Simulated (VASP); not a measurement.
Here is the system:

```
CELL_PARAMETERS angstrom
      0.00000     2.03263     2.03263
      2.03263     0.00000     2.03263
      2.03263     2.03263     0.00000
ATOMIC_POSITIONS crystal
  Li 0.00000 0.00000 0.00000
  F  0.50000 0.50000 0.50000
```

Method: vdW-DF2, VASP's PBE PAW potentials (set 64) (plane waves; VASP). Settings: 520 eV cut-off, 10×10×10 Γ-centred mesh, Gaussian smearing of 0.050 eV, potentials Li_sv F.

Task: What does the run give for the energy per atom (σ→0), band gap (on the k-mesh) with the smallest direct gap where there is one?

Result: 
The band gap (on the k-mesh) is 8.98 eV and the smallest direct gap (on the k-mesh) is 8.98 eV. The energy per atom (σ→0) is -3.771 eV/atom.

Total energies compare only between runs with the same potentials, cut-off and functional.

The compound is LiF in the rock salt structure. It was relaxed first. The start is the result of an earlier pass.
